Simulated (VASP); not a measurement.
# CaGa2 (P6_3/mmc) in VASP: single point with LDA

Aim: the single point of CaGa2 with LDA.

Everything below comes from runs of VASP 6.6.1. Logs are shortened: lines on timing, memory, paths and dates and some standing lists are left out, and cuts for length are marked.

## Step 1: Starting point

Symmetry: P6_3/mmc, No. 194, hexagonal system. The conventional cell has a = 4.443 Å, b = 4.443 Å, c = 7.388 Å, α = 90.00°, β = 90.00°, γ = 120.00°. Ca (site symmetry -6m2) is surrounded by 12 Ga at 2.99 to 3.35 Å. Around Ga (site symmetry 3m) lie 3 Ga at 2.64 Å and 3 Ca at 2.99 Å.

The cell comes from a database or a generator and needn't be the stable form of this composition.

## Step 2: Single point, LDA

Input file INCAR:

```
PREC = Accurate ; ENCUT = 520
EDIFF = 1E-7 ; ISMEAR = 0
SIGMA = 0.15 ; LREAL = False
LASPH = True ; NELM = 100
ALGO = Normal ; ISIF = 2
LWAVE = False ; LCHARG = False
GGA = CA ; NBANDS = 45
```

Input file KPOINTS:

```
regular mesh
0
Gamma
  6 6 3
```

Input file POSCAR:

```
CaGa2
1.0
    4.4432618000      0.0000000000      0.0000000000
   -2.2216309000      3.8479775900      0.0000000000
    0.0000000000      0.0000000000      7.3876643900
Ca Ga
2 4
Direct
    0.0000000000      0.0000000000      0.2500000003
    0.0000000000      0.0000000000      0.7499999997
    0.3333333310      0.6666666710      0.0425257298
    0.6666666690      0.3333333290      0.5425257305
    0.6666666690      0.3333333290      0.9574742702
    0.3333333310      0.6666666710      0.4574742695
```

Potentials or basis: VASP PAW LDA potentials, release 64 (Ca_sv, Ga_d).

Run with:

```console
> cat potpaw_LDA.64/Ca_sv/POTCAR potpaw_LDA.64/Ga_d/POTCAR > POTCAR
> mpirun -np 1 vasp_std > vasp.out
```

OUTCAR:

```text
PREC = Accurate
   ENCUT = 520
   EDIFF = 1E-7
   ISMEAR = 0
   LREAL = False
   LASPH = True
   NELM = 100
   ISIF = 2
   GGA = CA

 ion  position               nearest neighbor table
   1  0.000  0.000  0.250-   6 2.99   3 2.99   6 2.99   6 2.99   3 2.99   3 2.99
   2  0.000  0.000  0.750-   4 2.99   5 2.99   4 2.99   4 2.99   5 2.99   5 2.99
   3  0.333  0.667  0.043-   5 2.64   5 2.64   5 2.64   1 2.99   1 2.99   1 2.99
   4  0.667  0.333  0.543-   6 2.64   6 2.64   6 2.64   2 2.99   2 2.99   2 2.99
   5  0.667  0.333  0.957-   3 2.64   3 2.64   3 2.64   2 2.99   2 2.99   2 2.99
   6  0.333  0.667  0.457-   4 2.64   4 2.64   4 2.64   1 2.99   1 2.99   1 2.99

  LATTYP: Found a hexagonal cell.
 ALAT       =     4.4432618000
 C/A-ratio  =     1.6626669151

  Lattice vectors:

 A1 = (   4.4432618000,   0.0000000000,   0.0000000000)
 A2 = (  -2.2216309000,   3.8479775900,   0.0000000000)
 A3 = (   0.0000000000,   0.0000000000,   7.3876643900)

Analysis of symmetry for initial positions (statically):
=====================================================================
 Subroutine PRICEL returns:
 Original cell was already a primitive cell.

 Routine SETGRP: Setting up the symmetry group for a
 hexagonal supercell.

 Subroutine GETGRP returns: Found 24 space group operations
 (whereof 12 operations were pure point group operations)
 out of a pool of 24 trial point group operations.

The static configuration has the point symmetry D_3d.
 The point group associated with its full space group is D_6h.

Analysis of symmetry for dynamics (positions and initial velocities):
=====================================================================
 Subroutine PRICEL returns:
 Original cell was already a primitive cell.

 Routine SETGRP: Setting up the symmetry group for a
 hexagonal supercell.

 Subroutine GETGRP returns: Found 24 space group operations
 (whereof 12 operations were pure point group operations)
 out of a pool of 24 trial point group operations.

The dynamic configuration has the point symmetry D_3d.
 The point group associated with its full space group is D_6h.

 Subroutine INISYM returns: Found 24 space group operations
 (whereof 12 operations are pure point group operations),
 and found     1 'primitive' translations

----------------------------------------------------------------------------------------

                                     Primitive cell

  volume of cell :     126.3111

  direct lattice vectors                    reciprocal lattice vectors
     4.443261800  0.000000000  0.000000000     0.225059887  0.129938387  0.000000000
    -2.221630900  3.847977590  0.000000000     0.000000000  0.259876773  0.000000000
     0.000000000  0.000000000  7.387664390     0.000000000  0.000000000  0.135360778

  length of vectors
     4.443261800  4.443261796  7.387664390     0.259876773  0.259876773  0.135360778

  position of ions in fractional coordinates (direct lattice)
     0.000000000  0.000000000  0.250000000
     0.000000000  0.000000000  0.750000000
     0.333333331  0.666666671  0.042525730
     0.666666669  0.333333329  0.542525731
     0.666666669  0.333333329  0.957474270
     0.333333331  0.666666671  0.457474269

  ion indices of the primitive-cell ions
   primitive index   ion index
                 1           1
                 2           2
                 3           3
                 4           4
                 5           5
                 6           6

----------------------------------------------------------------------------------------

 KPOINTS: regular mesh

Automatic generation of k-mesh.
 Grid dimensions read from file:
 generate k-points for:    6    6    3

 Generating k-lattice:

  Cartesian coordinates                     Fractional coordinates (reciprocal lattice)
     0.037509981  0.021656398  0.000000000     0.166666667  0.000000000  0.000000000
     0.000000000  0.043312796  0.000000000     0.000000000  0.166666667  0.000000000
     0.000000000  0.000000000  0.045120259     0.000000000  0.000000000  0.333333333

  Length of vectors
     0.043312796  0.043312796  0.045120259

  Shift w.r.t. Gamma in fractional coordinates (k-lattice)
     0.000000000  0.000000000  0.000000000

 Subroutine IBZKPT returns following result:
 ===========================================

 Found     14 irreducible k-points:

 Following reciprocal coordinates:
            Coordinates               Weight
  0.000000  0.000000  0.000000      1.000000
  0.166667  0.000000  0.000000      6.000000
  0.333333 -0.000000  0.000000      6.000000
  0.500000 -0.000000  0.000000      3.000000
  0.166667  0.166667  0.000000      6.000000
  0.333333  0.166667  0.000000     12.000000
  0.333333  0.333333  0.000000      2.000000
  0.000000  0.000000  0.333333      2.000000
  0.166667  0.000000  0.333333     12.000000
  0.333333 -0.000000  0.333333     12.000000
  0.500000 -0.000000  0.333333      6.000000
  0.166667  0.166667  0.333333     12.000000
  0.333333  0.166667  0.333333     24.000000
  0.333333  0.333333  0.333333      4.000000
   k-points           NKPTS =     14   k-points in BZ     NKDIM =     14   number of bands    NBANDS=     45
   number of dos      NEDOS =    301   number of ions     NIONS =      6
   total plane-waves  NPLWV =  72576
   dimension x,y,z NGX =    36 NGY =   36 NGZ =   56
   dimension x,y,z NGXF=    72 NGYF=   72 NGZF=  112
   ions per type =               2   4
   NGX,Y,Z   is equivalent  to a cutoff of  13.47, 13.47, 12.60 a.u.
   NGXF,Y,Z  is equivalent  to a cutoff of  26.94, 26.94, 25.20 a.u.
 SYSTEM =  unknown system
   PREC   = accura    normal or accurate (medium, high low for compatibility)
   ISTART =      0    job   : 0-new  1-cont  2-samecut
   ICHARG =      2    charge: 1-file 2-atom 10-const
   ISPIN  =      1    spin polarized calculation?
   LNONCOLLINEAR =      F non collinear calculations
   LSORBIT =      F    spin-orbit coupling
   LASPH  =      T    aspherical Exc in radial PAW
   ENCUT  =  520.0 eV  38.22 Ry    6.18 a.u.   8.26  8.26 13.74*2*pi/ulx,y,z
   NELM   =    100;   NELMIN=  2; NELMDL= -5     # of ELM steps
   EDIFF  = 0.1E-06   stopping-criterion for ELM
   LREAL  =      F    real-space projection
   EDIFFG = 0.1E-05   stopping-criterion for IOM
   NSW    =      0    number of steps for IOM
   IBRION =     -1    ionic relax: 0-MD 1-quasi-New 2-CG
   NFREE  =      0    steps in history (QN), initial steepest desc. (CG)
   ISIF   =      2    stress and relaxation
   ISYM   =      2    0-nonsym 1-usesym 2-fastsym
   POTIM  = 0.5000    time-step for ionic-motion
   TEBEG  =    0.0;   TEEND  =   0.0 temperature during run
   PSTRESS=    0.0 pullay stress
   NELECT =      72.0000    total number of electrons
   NUPDOWN=      -1.0000    fix difference up-down
   EMIN   =  10.00;   EMAX   =-10.00  energy-range for DOS
   EFERMI =   0.00;   METHOD = LEGACY
   ISMEAR =     0;   SIGMA  =   0.15  broadening in eV -4-tet -1-fermi 0-gaus
   EFERMI_NEDOS =   21; number of points for ismear=-14 and -15
   IALGO  =     38    algorithm
   IMIX   =      4    mixing-type and parameters
     AMIX     =   0.40;   BMIX     =  1.00
     AMIX_MAG =   1.60;   BMIX_MAG =  1.00
  volume/ion in A,a.u.               =      21.05       142.06
  Fermi-wavevector in a.u.,A,eV,Ry     =   1.357392  2.565098 25.068894  1.842512
  Thomas-Fermi vector in A             =   2.484314
   LORBIT       =      0    0 simple, 1 ext, 2 COOP (PROOUT), +10 PAW based schemes
   GGA     = CA    functional components
   LHFCALC =     F    Hartree Fock is set to
   AEXX    =    0.0000 exact exchange contribution
   IVDW    =     0    specifies the selected vdW correction
   LEPSILON=     F    determine dielectric tensor
   LRPA    =     F    only Hartree local field effects (RPA)
 non-spin polarized calculation
 Gauss-broadening in eV      SIGMA  =   0.15
  energy-cutoff  :      520.00
  volume of cell :      126.31
 maximum number of plane-waves:      3418
 NGX is ok and might be reduce to    36
   NGX = 17   NGY = 17   NGZ = 27

 number of electron      72.0000024 magnetization

 Free energy of the ion-electron system (eV)
  ---------------------------------------------------
  ext. energy  EPLUGINS =         0.00000000
  ---------------------------------------------------
  free energy    TOTEN  =       -22.33435445 eV

  energy without entropy =      -22.31968419  energy(sigma->0) =      -22.32701932

 E-fermi :   4.6750     XC(G=0): -10.6276

 val. band max:        4.6611225673   @ k =   0.0000   0.0000   0.3333
 cond. band min:       4.7838150497   @ k =   0.3333  -0.0000   0.3333
 fundamental gap:      0.1226924824
 Fermi energy:         4.6750393650

 k-point     1 :       0.0000    0.0000    0.0000
  band No.  band energies     occupation
      1     -35.7697      2.00000
      2     -35.7577      2.00000
      3     -17.2492      2.00000
      4     -17.1212      2.00000
      5     -17.1212      2.00000
      6     -17.1019      2.00000
[... 37 lines left out ...]
     44       7.9089      0.00000
     45       8.0569      0.00000

 k-point     2 :       0.1667    0.0000    0.0000
  band No.  band energies     occupation
      1     -35.7691      2.00000
      2     -35.7572      2.00000
      3     -17.2457      2.00000
      4     -17.1338      2.00000
      5     -17.1236      2.00000
      6     -17.1119      2.00000
[... 37 lines left out ...]
     44       8.0587      0.00000
     45       8.4327      0.00000

 k-point     3 :       0.3333   -0.0000    0.0000
  band No.  band energies     occupation
      1     -35.7679      2.00000
      2     -35.7561      2.00000
      3     -17.2388      2.00000
      4     -17.1585      2.00000
      5     -17.1319      2.00000
      6     -17.1286      2.00000
[... 517 lines left out ...]
     44       8.4492      0.00000
     45       8.9552      0.00000

 k-point    14 :       0.3333    0.3333    0.3333
  band No.  band energies     occupation
      1     -35.7641      2.00000
      2     -35.7583      2.00000
      3     -17.1942      2.00000
      4     -17.1489      2.00000
      5     -17.1489      2.00000
      6     -17.1362      2.00000
[... 37 lines left out ...]
     44       8.6734      0.00000
     45       9.1356      0.00000

------------------------ aborting loop because EDIFF is reached ----------------------------------------

  FORCE on cell =-STRESS in cart. coord.  units (eV):
  Direction    XX          YY          ZZ          XY          YZ          ZX
  --------------------------------------------------------------------------------------
  -------------------------------------------------------------------------------------
  Total       -2.8166514     -2.8166513     -2.9958693      0.0000000      0.0000000      0.0000000
  in kB      -35.7274550    -35.7274549    -38.0007218      0.0000000      0.0000000      0.0000000
  external PRESSURE =     -36.4852105 kB  Pullay stress =       0.0000000 kB

 VOLUME and BASIS-vectors are now :
 -----------------------------------------------------------------------------
  energy-cutoff  :      520.00
  volume of cell :      126.31
      direct lattice vectors                 reciprocal lattice vectors
     4.443261800  0.000000000  0.000000000     0.225059887  0.129938387  0.000000000
    -2.221630900  3.847977590  0.000000000     0.000000000  0.259876773  0.000000000
     0.000000000  0.000000000  7.387664390     0.000000000  0.000000000  0.135360778

 POSITION                                       TOTAL-FORCE (eV/Angst)
 -----------------------------------------------------------------------------------
      0.00000      0.00000      1.84692        -0.000000      0.000000      0.000000
      0.00000      0.00000      5.54075        -0.000000     -0.000000     -0.000000
     -0.00000      2.56532      0.31417         0.000000      0.000000      0.020033
      2.22163      1.28266      4.00800         0.000000      0.000000      0.020033
      2.22163      1.28266      7.07350        -0.000000      0.000000     -0.020033
     -0.00000      2.56532      3.37967         0.000000      0.000000     -0.020033
 -----------------------------------------------------------------------------------
    total drift:                                0.000000      0.000000     -0.000000

  FREE ENERGIE OF THE ION-ELECTRON SYSTEM (eV)
  ---------------------------------------------------
  free  energy   TOTEN  =       -22.3343544457 eV

  energy  without entropy=      -22.3196841930  energy(sigma->0) =      -22.32701932
```

Wall time 46 s (1 thread of Intel Xeon 6975P-C (Granite Rapids), shared host); peak memory 0.23 GiB.

Results:

```yaml
Free_energy: -22.3344 eV
Pressure: -3.6 GPa
Largest_force: 0.020 eV/Å
Band_gap_on_the_k_mesh: none (metal or under the smearing width)
```

Forces on the atoms (eV/Å):
```
Ca   0.000  0.000  0.000
Ca   0.000  0.000  0.000
Ga   0.000  0.000  0.020
Ga   0.000  0.000  0.020
Ga   0.000  0.000 -0.020
Ga   0.000  0.000 -0.020
```

Stress tensor (GPa, compression positive):
```
-3.57  0.00  0.00
 0.00 -3.57  0.00
 0.00  0.00 -3.80
```

Levels at points of the mesh, in eV from the Fermi level:
| k point | band 34 | band 35 | band 36 | band 37 | band 38 | band 39 |
| --- | --- | --- | --- | --- | --- | --- |
| (0.00, 0.00, 0.00) | -0.02 | 0.45 | 0.62 | 0.88 | 0.88 | 1.04 |
| (0.50, 0.00, 0.00) | -1.74 | -1.58 | -1.56 | -0.22 | 1.08 | 2.18 |
